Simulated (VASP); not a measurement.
# Lu: cell size against the level of theory

Which functional gives the lattice of Lu as experiment finds it, and is a dearer one worth its cost? The levels: PBE, LDA, r2SCAN and PBE + D3(BJ). LASPH is on for some levels and off for others; the table marks which. The start is a cell from a database of measured crystal structures.

Calculated with VASP 6.6.1; PBE, 4f electrons in the core; plane waves and PAW (Lu_3), in the first sound run; inputs show where later runs differ.

**1. Set-up**

Before any relaxation, the start is as follows. It takes space group P6_3/mmc (No. 194, hexagonal). The conventional cell has a = 3.518 Å, b = 3.518 Å, c = 5.580 Å, α = 90.00°, β = 90.00°, γ = 120.00°. Lu has 12 Lu at 3.45 to 3.52 Å nearest.

Structure file:

```xyz
2
Lattice="3.5176 0.0000 0.0000 -1.7588 3.0463 0.0000 0.0000 0.0000 5.5805" Properties=species:S:1:pos:R:3 pbc="T T T"
Lu    0.0000    2.0309    1.3951
Lu    1.7588    1.0154    4.1854
```

**2. Relaxation with PBE**

Properties are meant for the cell that this level of theory prefers, so cell and atoms are relaxed first (ISIF = 3) until forces and stress are small; EDIFFG sets the threshold. PBE, the usual starting point, adds the gradient of the density.

File INCAR:

```
SYSTEM = Lu
PREC = Accurate
ENCUT = 520
EDIFF = 1E-06
NELM = 100
ISMEAR = -1
SIGMA = 0.05
LREAL = .FALSE.
ALGO = Normal
GGA = PE
NBANDS = 15
LORBIT = 11
LWAVE = .FALSE.
LCHARG = .FALSE.
KPAR = 2
IBRION = 2
NSW = 60
ISIF = 3
EDIFFG = -0.01
```

File POSCAR:

```
Lu
1.0
    3.5176000000      0.0000000000      0.0000000000
   -1.7588000000      3.0463309604      0.0000000000
    0.0000000000      0.0000000000      5.5805000000
Lu
2
Direct
    0.3333333333      0.6666666667      0.2500000000
    0.6666666667      0.3333333333      0.7500000000
```

File KPOINTS:

```
Automatic mesh
0
Gamma
6 6 4
0 0 0
```

Potentials, in the order of the species: Lu_3 (PBE family, release 64).

The run is started by

```sh
mpirun -np 2 vasp_std
```

Log:

```text
[banner, memory and clock lines left out]
running    2 mpi-ranks, on    1 nodes
 distrk:  each k-point on    1 cores,    2 groups
 distr:  one band on    1 cores,    1 groups

 POSCAR found type information on POSCAR Lu
 POSCAR found :  1 types and       2 ions
 LDA part: xc-table for (Slater+PW92), standard interpolation
 POSCAR, INCAR and KPOINTS ok, starting setup
 FFT: planning ... GRIDC
 FFT: planning ... GRID_SOFT
 FFT: planning ... GRID
 WAVECAR not read
 entering main loop
       N       E                     dE             d eps       ncg     rms          rms(c)
DAV:   1     0.471288305982E+02    0.47129E+02   -0.85992E+03  1092   0.129E+03
DAV:   2    -0.692184438790E+01   -0.54051E+02   -0.52703E+02  1133   0.650E+02
DAV:   3    -0.881320922936E+01   -0.18914E+01   -0.18394E+01   828   0.577E+01
DAV:   4    -0.894461039283E+01   -0.13140E+00   -0.12520E+00  1126   0.853E+00
DAV:   5    -0.894701746563E+01   -0.24071E-02   -0.24068E-02   836   0.273E+00    0.249E+01
DAV:   6    -0.893145243051E+01    0.15565E-01   -0.35126E-02  1084   0.372E+00    0.148E+01
DAV:   7    -0.893662634678E+01   -0.51739E-02   -0.67738E-02  1058   0.502E+00    0.377E-01
DAV:   8    -0.893647727117E+01    0.14908E-03   -0.46266E-03  1060   0.778E-01    0.953E-02
DAV:   9    -0.893648704283E+01   -0.97717E-05   -0.22305E-04  1017   0.202E-01    0.277E-02
DAV:  10    -0.893648255636E+01    0.44865E-05   -0.21029E-05  1072   0.637E-02    0.300E-02
DAV:  11    -0.893648298622E+01   -0.42985E-06   -0.67623E-07   560   0.142E-02
   1 F= -.89364830E+01 E0= -.89242381E+01  d E =-.893648E+01
 curvature:   0.00 expect dE= 0.000E+00 dE for cont linesearch  0.000E+00
 trial: gam= 0.00000 g(F)=  0.699E-51 g(S)=  0.130E-01 ort = 0.000E+00 (trialstep = 0.100E+01)
 search vector abs. value=  0.130E-01
 bond charge predicted
       N       E                     dE             d eps       ncg     rms          rms(c)
DAV:   1    -0.897770301226E+01   -0.41220E-01   -0.12897E+00   795   0.255E+01    0.123E+00
DAV:   2    -0.895666125680E+01    0.21042E-01   -0.63756E-02  1038   0.352E+00    0.562E-01
DAV:   3    -0.894440799892E+01    0.12253E-01   -0.16791E-02  1052   0.236E+00    0.210E-01
DAV:   4    -0.894405095765E+01    0.35704E-03   -0.23186E-03  1079   0.729E-01    0.143E-01
DAV:   5    -0.894408129503E+01   -0.30337E-04   -0.17653E-04  1106   0.171E-01    0.119E-02
DAV:   6    -0.894407729989E+01    0.39951E-05   -0.87120E-06  1095   0.408E-02    0.504E-03
DAV:   7    -0.894407551055E+01    0.17893E-05   -0.68827E-07   658   0.144E-02    0.967E-04
DAV:   8    -0.894407534982E+01    0.16073E-06   -0.15564E-07   644   0.134E-02
   2 F= -.89440753E+01 E0= -.89335731E+01  d E =-.759236E-02
[...]
3 F= -.89441681E+01 E0= -.89338243E+01  d E =-.768513E-02
[...]
4 F= -.89449500E+01 E0= -.89351996E+01  d E =-.781895E-03
 trial-energy change:   -0.000782  1 .order   -0.000790   -0.001610    0.000030
 step:   1.0041(harm=  1.0047)  dis= 0.00000  next Energy=    -8.944950 (dE=-0.782E-03)
 bond charge predicted
       N       E                     dE             d eps       ncg     rms          rms(c)
DAV:   1    -0.894495250404E+01   -0.25185E-05   -0.57196E-05   987   0.138E-01    0.785E-03
DAV:   2    -0.894495152474E+01    0.97930E-06   -0.18407E-06   615   0.219E-02
   5 F= -.89449515E+01 E0= -.89351890E+01  d E =-.783407E-03
 curvature:  -0.56 expect dE=-0.583E-05 dE for cont linesearch -0.511E-05
 trial: gam= 0.00000 g(F)=  0.785E-49 g(S)=  0.104E-04 ort =-0.127E-03 (trialstep = 0.102E+01)
 search vector abs. value=  0.104E-04
 reached required accuracy - stopping structural energy minimisation
```

Elapsed: 23 s, on 2 MPI ranks of Intel Xeon Platinum 8559C (Emerald Rapids), shared host; peak memory 0.34 GiB; 44 s of CPU time.

The logs omit lines about the potential files and the build; timing stands in the text.

Parts of OUTCAR (step 2):

```text
ion  position               nearest neighbor table
   1  0.333  0.667  0.250-   2 3.45   2 3.45   2 3.45   2 3.45   2 3.45   2 3.45
   2  0.667  0.333  0.750-   1 3.45   1 3.45   1 3.45   1 3.45   1 3.45   1 3.45

  LATTYP: Found a hexagonal cell.
 ALAT       =     3.5176000000
 C/A-ratio  =     1.5864509893

 Subroutine GETGRP returns: Found 24 space group operations
 (whereof 12 operations were pure point group operations)

The static configuration has the point symmetry D_3d.
 The point group associated with its full space group is D_6h.

 Found     21 irreducible k-points:

   k-points           NKPTS =     21   k-points in BZ     NKDIM =     21   number of bands    NBANDS=     15

   dimension x,y,z NGX =    28 NGY =   28 NGZ =   42
   dimension x,y,z NGXF=    56 NGYF=   56 NGZF=   84

   ENCUT  =  520.0 eV  38.22 Ry    6.18 a.u.   6.54  6.54 10.38*2*pi/ulx,y,z

   NELECT =      18.0000    total number of electrons

 k-points in reciprocal lattice and weights: Automatic mesh
   0.00000000  0.00000000  0.00000000       0.007
   0.16666667  0.00000000  0.00000000       0.042
   0.33333333 -0.00000000  0.00000000       0.042
   0.50000000  0.00000000  0.00000000       0.021
   0.16666667  0.16666667  0.00000000       0.042
   0.33333333  0.16666667  0.00000000       0.083
   0.33333333  0.33333333  0.00000000       0.014
   0.00000000  0.00000000  0.25000000       0.014
   0.16666667  0.00000000  0.25000000       0.083
[...]
0.33333333  0.16666667  0.50000000       0.083
   0.33333333  0.33333333  0.50000000       0.014

 average (electrostatic) potential at core
       1 -32.7086       2 -32.7086

 E-fermi :   2.8193

 k-point     1 :       0.0000    0.0000    0.0000
  band No.  band energies     occupation
    ...
      4     -23.7589      2.00000
      5     -23.7589      2.00000
      6     -23.7096      2.00000
      7      -3.2385      2.00000
      8       0.4286      2.00000
      9       3.5271      0.00000
     10       4.9628      0.00000
     11       4.9628      0.00000
     12       5.4906      0.00000
     13       5.7195      0.00000
    ...

 k-point     2 :       0.1667    0.0000    0.0000
  band No.  band energies     occupation
    ...
      4     -23.8402      2.00000
      5     -23.7692      2.00000
      6     -23.7321      2.00000
      7      -2.6023      2.00000
      8       1.0434      2.00000
      9       3.0817      0.01047
     10       3.8819      0.00000
     11       4.9934      0.00000
     12       5.4813      0.00000
     13       5.5719      0.00000
    ...

 k-point     3 :       0.3333   -0.0000    0.0000
  band No.  band energies     occupation
    ...
      6     -23.7928      2.00000
      7      -0.9809      2.00000
      8       1.8647      2.00000
      9       2.3239      1.99990
     10       2.8361      0.83366
     11       4.5583      0.00000
     12       4.7122      0.00000
     13       4.9004      0.00000
     14       7.2809      0.00000
     15       7.5294      0.00000

  Total       -0.0100400     -0.0100400      0.0151485      0.0000000     -0.0000000      0.0000000
  in kB       -0.2738622     -0.2738622      0.4132082      0.0000000     -0.0000000      0.0000000
  external PRESSURE =      -0.0448387 kB  Pullay stress =       0.0000000 kB

  energy-cutoff  :      520.00
  volume of cell :       58.74
      direct lattice vectors                 reciprocal lattice vectors
     3.526009914  0.000000000  0.000000000     0.283606690  0.163740399  0.000000000
    -1.763004957  3.053614159 -0.000000000    -0.000000000  0.327480797  0.000000000
     0.000000000 -0.000000000  5.455240405    -0.000000000  0.000000000  0.183309978

 POSITION                                       TOTAL-FORCE (eV/Angst)
 -----------------------------------------------------------------------------------
     -0.00000      2.03574      1.36381         0.000000     -0.000000      0.000000
      1.76300      1.01787      4.09143        -0.000000      0.000000      0.000000
 -----------------------------------------------------------------------------------
    total drift:                                0.000000     -0.000000      0.000000

  FREE ENERGIE OF THE ION-ELECTRON SYSTEM (eV)
  ---------------------------------------------------
  free  energy   TOTEN  =        -8.9449515247 eV

  energy  without entropy=       -8.9254264578  energy(sigma->0) =       -8.93518899

 reached required accuracy - stopping structural energy minimisation

 total charge
# of ion       s       p       d       tot
------------------------------------------
    1        0.499   6.423   0.908   7.829
    2        0.499   6.423   0.908   7.829
--------------------------------------------------
tot          0.997  12.846   1.815  15.659

[... 3 further parts left out ...]
```

CONTCAR:

```
Lu
   1.00000000000000
     3.5260099136668526    0.0000000000000000    0.0000000000000000
    -1.7630049568334263    3.0536141592794697   -0.0000000000000000
     0.0000000000000000   -0.0000000000000000    5.4552404046351644
  Lu
     2
Direct
     0.3333333332999970    0.6666666667000030    0.2500000000000000
     0.6666666667000030    0.3333333332999970    0.7500000000000000
```

The data set Lu_3 holds the 4f electrons frozen in the core, so no f bands or f moments appear. The k-mesh is coarse for a metal. The run keeps the 24 symmetry operations of its start, so it cannot find a distortion of lower symmetry.

Step by step:

```tsv
step	energy less that of the first step (eV)	largest force (eV/Å)	pressure (GPa)	volume (Å³)
1	0.0000	0.0000	-0.77	59.80
2	-0.0076	0.0000	0.17	58.57
3	-0.0077	0.0000	0.30	58.42
4	-0.0085	0.0000	0.03	58.74
5	-0.0085	0.0000	0.00	58.74
```

```tsv
conventional cell, symmetrised	before	after	change
a (Å)	3.518	3.526	+0.2 %
b (Å)	3.518	3.526	+0.2 %
c (Å)	5.580	5.455	-2.2 %
volume (Å³/atom)	29.90	29.37	-1.8 %
```

The relaxed structure:

```xyz
2
Lattice="3.5260 0.0000 0.0000 -1.7630 3.0536 0.0000 0.0000 0.0000 5.4552" Properties=species:S:1:pos:R:3 pbc="T T T"
Lu    0.0000    2.0357    1.3638
Lu    1.7630    1.0179    4.0914
```

This step gave:

* electrons: 18
* bands: 15
* irreducible k-points: 21
* symmetry operations: 24
* free energy (TOTEN): -8.945 eV
* energy at zero smearing: -8.935 eV
* Fermi energy: 2.819 eV
* pressure: -0.004484 GPa
* metallic: yes
* SCF cycles over all ionic steps: 33

It ends with forces that vanish by symmetry and a pressure of 0.00 GPa. The volume lies -1.8 % from that of the database's start, which holds the thermal and zero-point expansion of its experiment. The conventional cell has a = 3.526 and c = 5.455 Å. Against its usual tendency, PBE gives a cell smaller than the listed one.

**3. Relaxation with LDA**

This step: LDA, 4f electrons in the core; plane waves and PAW (Lu_3) (VASP 6.6.1).

LDA, the lowest rung, knows the local density alone.

Edit INCAR of step 2 so:

```diff
@@ -9,3 +9,3 @@
 ALGO = Normal
-GGA = PE
+GGA = CA
 NBANDS = 15
```

POSCAR is that of step 2.

KPOINTS is that of step 2.

The run is started by

```sh
mpirun -np 2 vasp_std
```

Log:

```text
[banner, memory and clock lines left out]
running    2 mpi-ranks, on    1 nodes
 distrk:  each k-point on    1 cores,    2 groups
 distr:  one band on    1 cores,    1 groups

 POSCAR found type information on POSCAR Lu
 POSCAR found :  1 types and       2 ions
|                                                                             |
|               ----> ADVICE to this user running VASP <----                  |
|                                                                             |
|     You enforced a specific xc type in the INCAR file but a different       |
|     [... a line on the potential file left out ...]
|     I HOPE YOU KNOW WHAT YOU ARE DOING!                                     |
|                                                                             |

 LDA part: xc-table for (Slater(with rela. corr.)+CA(PZ))
 , standard interpolation
 POSCAR, INCAR and KPOINTS ok, starting setup
 FFT: planning ... GRIDC
 FFT: planning ... GRID_SOFT
 FFT: planning ... GRID
 WAVECAR not read
 entering main loop
       N       E                     dE             d eps       ncg     rms          rms(c)
DAV:   1     0.461260653912E+02    0.46126E+02   -0.85869E+03  1092   0.129E+03
DAV:   2    -0.809784250322E+01   -0.54224E+02   -0.52854E+02  1133   0.649E+02
DAV:   3    -0.997597263119E+01   -0.18781E+01   -0.18229E+01   836   0.574E+01
DAV:   4    -0.101092161295E+02   -0.13324E+00   -0.12937E+00  1142   0.841E+00
DAV:   5    -0.101114758409E+02   -0.22597E-02   -0.22594E-02   844   0.250E+00    0.239E+01
DAV:   6    -0.100829175412E+02    0.28558E-01   -0.43546E-02  1092   0.385E+00    0.142E+01
DAV:   7    -0.100808478738E+02    0.20697E-02   -0.81211E-02  1082   0.525E+00    0.363E-01
DAV:   8    -0.100802901626E+02    0.55771E-03   -0.57515E-03  1076   0.955E-01    0.478E-02
DAV:   9    -0.100802975110E+02   -0.73485E-05   -0.22866E-04  1024   0.190E-01    0.272E-02
DAV:  10    -0.100802956730E+02    0.18380E-05   -0.15289E-05  1017   0.504E-02    0.264E-02
DAV:  11    -0.100802956502E+02    0.22849E-07   -0.47325E-07   602   0.139E-02
   1 F= -.10080296E+02 E0= -.10067348E+02  d E =-.100803E+02
 curvature:   0.00 expect dE= 0.000E+00 dE for cont linesearch  0.000E+00
 trial: gam= 0.00000 g(F)=  0.935E-50 g(S)=  0.302E+00 ort = 0.000E+00 (trialstep = 0.100E+01)
 search vector abs. value=  0.302E+00
 bond charge predicted
       N       E                     dE             d eps       ncg     rms          rms(c)
DAV:   1    -0.114655596494E+02   -0.13853E+01   -0.44010E+01   678   0.181E+02    0.791E+00
DAV:   2    -0.106824521904E+02    0.78311E+00   -0.32406E+00   988   0.316E+01    0.360E+00
DAV:   3    -0.101994891538E+02    0.48296E+00   -0.82692E-01   966   0.180E+01    0.151E+00
DAV:   4    -0.101991100267E+02    0.37913E-03   -0.61020E-02  1054   0.325E+00    0.102E+00
DAV:   5    -0.101988318524E+02    0.27817E-03   -0.59351E-03  1066   0.138E+00    0.577E-02
DAV:   6    -0.101987389859E+02    0.92866E-04   -0.43489E-04  1119   0.348E-01    0.273E-02
DAV:   7    -0.101987242291E+02    0.14757E-04   -0.32704E-05   976   0.622E-02    0.523E-03
DAV:   8    -0.101987238095E+02    0.41958E-06   -0.15900E-06   775   0.337E-02
   2 F= -.10198724E+02 E0= -.10184876E+02  d E =-.118428E+00
[...]
3 F= -.10207368E+02 E0= -.10193717E+02  d E =-.127073E+00
[...]
4 F= -.10207338E+02 E0= -.10193703E+02  d E =-.127043E+00
[...]
5 F= -.10208953E+02 E0= -.10196181E+02  d E =-.161440E-02
[...]
6 F= -.10209202E+02 E0= -.10196975E+02  d E =-.186396E-02
[...]
7 F= -.10209207E+02 E0= -.10196922E+02  d E =-.186888E-02
[...]
8 F= -.10209207E+02 E0= -.10196896E+02  d E =-.186846E-02
 curvature:  -1.02 expect dE=-0.638E-04 dE for cont linesearch -0.176E-06
 ZBRENT: accuracy reached
 trial: gam= 0.00462 g(F)=  0.391E-51 g(S)=  0.626E-04 ort = 0.205E-04 (trialstep = 0.106E+01)
 search vector abs. value=  0.628E-04
 bond charge predicted
       N       E                     dE             d eps       ncg     rms          rms(c)
DAV:   1    -0.102095024992E+02   -0.29563E-03   -0.90039E-03   706   0.258E+00    0.121E-01
DAV:   2    -0.102093300422E+02    0.17246E-03   -0.68369E-04   931   0.383E-01    0.529E-02
DAV:   3    -0.102092244737E+02    0.10557E-03   -0.18098E-04   974   0.288E-01    0.190E-02
DAV:   4    -0.102092234130E+02    0.10607E-05   -0.14421E-05  1017   0.557E-02    0.137E-02
DAV:   5    -0.102092234947E+02   -0.81711E-07   -0.61063E-07   435   0.225E-02
   9 F= -.10209223E+02 E0= -.10196896E+02  d E =-.166263E-04
 trial-energy change:   -0.000017  1 .order   -0.000022   -0.000067    0.000022
 step:   0.7085(harm=  0.7955)  dis= 0.00000  next Energy=   -10.209227 (dE=-0.206E-04)
 reached required accuracy - stopping structural energy minimisation
```

The job ended after 37 s (2 MPI ranks; peak memory 0.31 GiB; 71 s of CPU time).

From OUTCAR (step 3):

```text
 Found     21 irreducible k-points:

   NELECT =      18.0000    total number of electrons

 E-fermi :   3.0134

 k-point     1 :       0.0000    0.0000    0.0000
  band No.  band energies     occupation
    ...
      4     -23.0935      2.00000
      5     -23.0935      2.00000
      6     -23.0282      2.00000
      7      -3.2953      2.00000
      8       0.3904      2.00000
      9       4.2104      0.00000
     10       5.1157      0.00000
     11       5.1157      0.00000
     12       5.7408      0.00000
     13       5.9680      0.00000
    ...

 k-point     2 :       0.1667    0.0000    0.0000
  band No.  band energies     occupation
    ...
      4     -23.2126      2.00000
      5     -23.1076      2.00000
      6     -23.0609      2.00000
      7      -2.5825      2.00000
      8       1.0645      2.00000
      9       3.5320      0.00006
     10       3.9629      0.00000
     11       5.2061      0.00000
     12       5.7398      0.00000
     13       5.8050      0.00000
    ...

  Total        0.0116763      0.0116763      0.0076963      0.0000000      0.0000000      0.0000000
  in kB        0.3520098      0.3520098      0.2320233      0.0000000      0.0000000      0.0000000
  external PRESSURE =       0.3120143 kB  Pullay stress =       0.0000000 kB

  energy-cutoff  :      520.00
  volume of cell :       53.14
      direct lattice vectors                 reciprocal lattice vectors
     3.414812857 -0.000000000 -0.000000000     0.292841817  0.169072302 -0.000000000
    -1.707406428  2.957314683  0.000000000    -0.000000000  0.338144603 -0.000000000
    -0.000000000  0.000000000  5.262547071     0.000000000  0.000000000  0.190022053

 POSITION                                       TOTAL-FORCE (eV/Angst)
 -----------------------------------------------------------------------------------
     -0.00000      1.97154      1.31564        -0.000000     -0.000000      0.000000
      1.70741      0.98577      3.94691         0.000000      0.000000      0.000000
 -----------------------------------------------------------------------------------
    total drift:                                0.000000     -0.000000      0.000000

  FREE ENERGIE OF THE ION-ELECTRON SYSTEM (eV)
  ---------------------------------------------------
  free  energy   TOTEN  =       -10.2092234947 eV

  energy  without entropy=      -10.1845690101  energy(sigma->0) =      -10.19689625

 total charge
# of ion       s       p       d       tot
------------------------------------------
    1        0.536   6.462   1.049   8.047
    2        0.536   6.462   1.049   8.047
--------------------------------------------------
tot          1.072  12.924   2.098  16.094

[... 9 parts as in an earlier step ...]

[... 5 further parts left out ...]
```

CONTCAR:

```
Lu
   1.00000000000000
     3.4148128568016078   -0.0000000000000000   -0.0000000000000000
    -1.7074064284008039    2.9573146832035269    0.0000000000000000
    -0.0000000000000000    0.0000000000000000    5.2625470709155469
  Lu
     2
Direct
     0.3333333332999970    0.6666666667000030    0.2500000000000000
     0.6666666667000030    0.3333333332999970    0.7500000000000000
```

The PAW data sets were made with PBE, a small mismatch for LDA. After so large a change of volume the plane waves of the start cell no longer fit, so the final stress carries a basis-set error.

The steps of the relaxation:

```tsv
step	energy less that of the first step (eV)	largest force (eV/Å)	pressure (GPa)	volume (Å³)
1	0.0000	0.0000	-5.39	59.80
2	-0.1184	0.0000	1.85	51.51
3	-0.1271	0.0000	0.14	53.05
4	-0.1270	0.0000	0.00	53.18
5	-0.1287	0.0000	-0.06	53.24
6	-0.1289	0.0000	-0.09	53.27
7	-0.1289	0.0000	-0.09	53.27
8	-0.1289	0.0000	-0.09	53.26
9	-0.1289	0.0000	0.03	53.14
```

```tsv
conventional cell, symmetrised	before	after	change
a (Å)	3.518	3.415	-2.9 %
b (Å)	3.518	3.415	-2.9 %
c (Å)	5.580	5.263	-5.7 %
volume (Å³/atom)	29.90	26.57	-11.1 %
```

Final coordinates:

```
Lu
1.0
     3.41481    0.00000    0.00000
    -1.70741    2.95731    0.00000
     0.00000    0.00000    5.26255
Lu
2
Cartesian
  0.0000 1.9715 1.3156
  1.7074 0.9858 3.9469
```

This step gave:

- free energy (TOTEN): -10.21 eV
- energy at zero smearing: -10.20 eV
- Fermi energy: 3.013 eV
- pressure: 0.03120 GPa
- SCF cycles over all ionic steps: 54

It ends at 26.57 Å³/atom, -11.1 % from the start, with 0.03 GPa left. The conventional cell has a = 3.415 and c = 5.263 Å.

[end of part 1 of 2]

[Lines on the potential files, build, host, timing and source positions are cut from VASP's logs without a mark.]

[Logs are printed without paths, hosts, clocks, repeated set-up lines and the standing remarks that a program may print on its own settings, such as how far it seeks lower states.]

[Hosts, paths, dates, database ids (printed as entryN), source tags and the programs' standing remarks are cut or masked in the printed files.]

[A measured line is paired with the nearest computed mode of its activity, which favours agreement.]
